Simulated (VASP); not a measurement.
Energy against volume of K (bcc). Method: r2SCAN meta-GGA, VASP's PBE PAW potentials (set 64) (plane waves; VASP).

```
V (Å³/atom)  E (eV/atom)
-----------  -----------
71.613          -6.00439
73.899          -6.00723
76.184          -6.00835
78.470          -6.00797
80.755          -6.00627
```

Task: Fit a third-order Birch-Murnaghan equation of state.

Result: 
* **volume per atom**: 76.70 Å³/atom
* **bulk modulus**: 3.4 GPa
* **pressure derivative of the bulk modulus**: 3.61
* **lattice constant a**: 5.353 Å

Measured: bulk modulus 3.8 GPa at 0 K (computed value off by -8.8 %), as given by H. Levämäki et al., Physical Review B (2014), arXiv:1402.3671 [corrected for temperature and zero-point phonon effects]; a 5.212 Å at 0 K (computed value off by +2.7 %), as given by Gábor I. Csonka et al., Physical Review B (2009), arXiv:0903.4037 [low-temperature or extrapolated to 0 K; zero-point anharmonic expansion removed].

The compound is K in the bcc structure. It was relaxed first.
